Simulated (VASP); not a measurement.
The system is CdSe.

```xyz
2
Lattice="0.0000 3.0984 3.0984 3.0984 0.0000 3.0984 3.0984 3.0984 0.0000" Properties=species:S:1:pos:R:3 pbc="T T T"
Cd    0.0000    0.0000    0.0000
Se    4.6476    4.6476    4.6476
```

Measurements of this composition are mostly on another form, of space group No. 186.

| Property | Result |
| --- | --- |
| Program | VASP 6.6.1 |
| Task | relaxation of cell and atoms |
| Functional | PBE |
| Dispersion | D3(BJ) |
| Potentials or basis | VASP PAW PBE potentials, release 64 (Cd, Se) |
| Cutoff | 600 eV |
| k mesh | 10 × 10 × 10 |
| Occupations | gaussian, width 0.02 eV |
| Spin | no spin polarisation |

At the start: pressure -1.7 GPa; volume 29.75 Å³/atom.

**Question.** Where does the relaxation end?

**Answer.** Over 4 steps the energy falls by 5.8 meV/atom and the volume is 28.69 Å³/atom (-3.6 %); space group F-43m (No. 216, to 0.05 Å).

The path:
| step | energy change (eV) | largest force (eV/Å) | pressure (GPa) | volume (Å³) |
| --- | --- | --- | --- | --- |
| 1 | 0.0000 | 0.0000 | -1.68 | 59.49 |
| 2 | -0.0109 | 0.0000 | 0.40 | 56.84 |
| 3 | -0.0116 | 0.0000 | 0.04 | 57.33 |
| 4 | -0.0117 | 0.0000 | -0.02 | 57.37 |

Final structure:
```
CELL_PARAMETERS angstrom
0.00000 3.06118 3.06118
3.06118 0.00000 3.06118
3.06118 3.06118 0.00000
ATOMIC_POSITIONS crystal
Cd 0.00000 0.00000 0.00000
Se 0.75000 0.75000 0.75000
```
